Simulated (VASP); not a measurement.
```xyz
1
Lattice="0.0000 1.8013 1.8013 1.8013 0.0000 1.8013 1.8013 1.8013 0.0000" Properties=species:S:1:pos:R:3 pbc="T T T"
Cu     0.0000     0.0000     0.0000
```

All values below come from AM05 GGA, VASP's PBE PAW potentials (set 64) (plane waves; VASP). Run with 520 eV cut-off, 17×17×17 Γ-centred mesh, first-order Methfessel-Paxton smearing of 0.10 eV, potentials Cu.

### Question
Give the stress tensor in GPa (positive for a compressed cell).

### Answer

```
-4.84   0.00   0.00
 0.00  -4.84   0.00
 0.00   0.00  -4.84
```
The pressure is its mean diagonal, -4.84 GPa.

The compound is Cu in the fcc structure. This cell is one point of a volume scan, at 1.03 of the reference volume.
